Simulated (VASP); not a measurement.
Runs of VASP 6.6.1 on FGeCl. The cell holds a molecule in a box, 3 atoms: a = 11.000 Å, b = 12.000 Å, c = 10.000 Å, α = 90.00°, β = 90.00°, γ = 90.00°. 

| task | level | cell | grid for exact exchange (PRECFOCK) | exchange at q = 0 | gap on the mesh (eV) | largest force (eV/Å) |
| --- | --- | --- | --- | --- | --- | --- |
| relaxation of the atoms | PBE+D4 | atoms relaxed | - | - | 3.72 | 0.01 |
| single point | r2SCAN0 | as given | Fast | default | (a) | 0.22 |
| single point | r2SCAN0+D3(BJ) | as given | Normal | default | 5.96 | 0.22 |
| atomic charges | PBE+TS | as given | - | - | 3.75 | 0.79 |
| single point | PBE | as given | - | - | 3.75 | 0.79 |
| electron localisation function | PBE | as given | - | - | 3.75 | 0.79 |

Alike in all rows: potentials or basis VASP PAW PBE potentials, release 64 (F, Ge_d, Cl); no spin polarisation; k mesh 1 × 1 × 1; cutoff (eV) 520; smearing gaussian 0.01 eV.

Question: Fill in the values left out.

Answer: (a) 5.95.

Caveats: the PAW data sets were made with another functional, which shifts forces and pressure a little (some runs).

A k mesh can miss the band edges, and the runs leave out spin-orbit coupling on Ge.

Not every run made on this cell is shown here.
